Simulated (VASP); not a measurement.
Take Hf (hcp), with a static lattice, in VASP with PAW potentials, and its lattice constant c.

**Question.** One run gives 5.085 Å. Which level is it?
(A) optB86b-vdW
(B) vdW-DF-cx
(C) PBE-D3 (zero damping)
(D) revPBE

**Answer.** D, revPBE.  The others give 5.002 (vdW-DF-cx), 5.018 (optB86b-vdW), 5.010 (PBE-D3 (zero damping)).

Only levels that ran to the end are used. Left out are those held back, those with too coarse a band path, GW runs whose mesh misses a band edge, hybrids' fits of cells that aren't cubic and levels without matching references; a question may draw on a part of the rest.

The compound is Hf in the hcp structure.
